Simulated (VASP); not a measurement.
## TlBr (relaxed from the NiAs type structure, space group P6_3/mmc): computed properties

Computed with PBE GGA, VASP's PBE PAW potentials (set 64) (plane waves; VASP).

```
Item                                                                                                                  Result
---------------------------------------------  -----------------------------------------------------------------------------
space group                                                                                                   P6_3/mmc (194)
cell                                           a = 4.6400 Å, b = 4.6400 Å, c = 8.2640 Å, α = 90.00°, β = 90.00°, γ = 120.00°
volume per atom                                                                                               38.52 Å^3/atom
band gap (over mesh and band path)                                                                                   1.95 eV
smallest direct gap (over mesh and band path)                                                                        1.95 eV
band-edge character                                                                                           direct, Γ to Γ
density                                                                                                           6.13 g/cm³
```

TlBr has the hexagonal space group P6₃/mmc (No. 194), the NiAs type structure, Pearson symbol hP4. Lattice parameters: a = b = 4.6400 Å, c = 8.2640 Å, α = β = 90.00°, γ = 120.00°. Tl on 2a is coordinated by 6 Br at 3.383 Å (octahedral). Br on 2c has 6 Tl at 3.383 Å (trigonal prismatic). (Neighbours: up to the widest gap in distance over summed covalent radii, below 1.35, at either atom; cation-cation and far metal-metal contacts left out.)

Unless said otherwise, spin-orbit coupling is left out, though it shifts the bands of the heavy elements here.

The structure was generated: TlBr was put into the NiAs type type (P6_3/mmc), which need not be its known phase. It was relaxed first, which changed the volume by +70 %. Symmetry was kept, so distortions that lower it aren't found.
